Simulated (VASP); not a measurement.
```
CELL_PARAMETERS angstrom
      0.00000     2.94711     2.94711
      2.94711     0.00000     2.94711
      2.94711     2.94711     0.00000
ATOMIC_POSITIONS crystal
  Al 0.25000 0.25000 0.25000
  Al 0.75000 0.75000 0.75000
  Pt 0.00000 0.00000 0.00000
```

All values below come from vdW-DF2, VASP's PBE PAW potentials (set 64) (plane waves; VASP). Numerical set-up: 520 eV cut-off, 8×8×8 Γ-centred mesh, first-order Methfessel-Paxton smearing of 0.10 eV, potentials Al Pt.

Energy and stress use the plane-wave basis of the starting cell.

**Question.** The ions, cell shape and volume are relaxed. Give the cell that the relaxation ends in.

**Answer.** 
```
CELL_PARAMETERS angstrom
      0.00000     3.03055     3.03055
      3.03055     0.00000     3.03055
      3.03055     3.03055     0.00000
ATOMIC_POSITIONS crystal
  Al 0.25000 0.25000 0.25000
  Al 0.75000 0.75000 0.75000
  Pt 0.00000 0.00000 0.00000
```
Space group Fm-3m (225), at a tolerance of 0.03 Å.

**Question.** How do energy and volume change from the first to the last step?

**Answer.** The energy (σ→0) changes by -45.2 meV/atom and the volume by +8.7 %, in 3 ionic steps.

The compound is PtAl2 in the fluorite structure. This run relaxes it. Symmetry was kept, so distortions that lower it aren't found.
